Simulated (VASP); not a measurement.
VASP ran on this input.

KPOINTS:
```
Automatic mesh
0
Gamma
18 18 18
0 0 0
```

**POSCAR**
```
Fe
1
   -1.4171567995     1.4171567995     1.4171567995
    1.4171567995    -1.4171567995     1.4171567995
    1.4171567995     1.4171567995    -1.4171567995
Fe
1
Direct
  0.0000000000   0.0000000000   0.0000000000
```

INCAR:
```
! general
SYSTEM  = Fe
PREC    = Accurate
ENCUT   = 520
LREAL   = .FALSE.
LASPH   = .TRUE.

! electronic loop
EDIFF   = 1E-7
NELM    = 100
ALGO    = Normal
LMAXMIX = 4

! smearing
ISMEAR  = 1
SIGMA   = 0.1

! functional
GGA     = RP

! spin
ISPIN   = 2
MAGMOM  = 2.3

! ions
ISIF    = 2

! output
LWAVE   = .FALSE.
LCHARG  = .FALSE.
LORBIT  = 10
```

POTCAR, in this order: Fe (PBE.64 set). Program: vasp_std.

Task: Write an equivalent input for Ansatz.

Result: One equivalent input (not run):
Ansatz 0.2 input:
```yaml
crystal:
  lattice:
    - [-1.4171568, 1.4171568, 1.4171568]
    - [1.4171568, -1.4171568, 1.4171568]
    - [1.4171568, 1.4171568, -1.4171568]
  atoms:
    - { symbol: Fe, position: [0.0000000, 0.0000000, 0.0000000], spin: 2.3 }
kpoints:
  mp_grid: { grid: [18, 18, 18] }
hamiltonian:
  xc: rpbe
  pseudopotentials: { kind: paw }
magnetization: { spin_polarized: true }
scf:
  occupations: { method: methfessel_paxton, width: 0.1 }
  max_iter: 100
output: { forces: true, stress: true, eigenvalues: true }
```
What does not carry over: each code has its own PAW files, so the cut-off isn't converted (ENCUT is set for VASP's; basis.ecutwfc is left out, and Ansatz then takes the one that its files recommend); Ansatz stops its SCF on the density residual and VASP on the energy change (EDIFF).

The compound is Fe in the bcc structure. This cell is one point of a volume scan, at 0.97 of the reference volume.
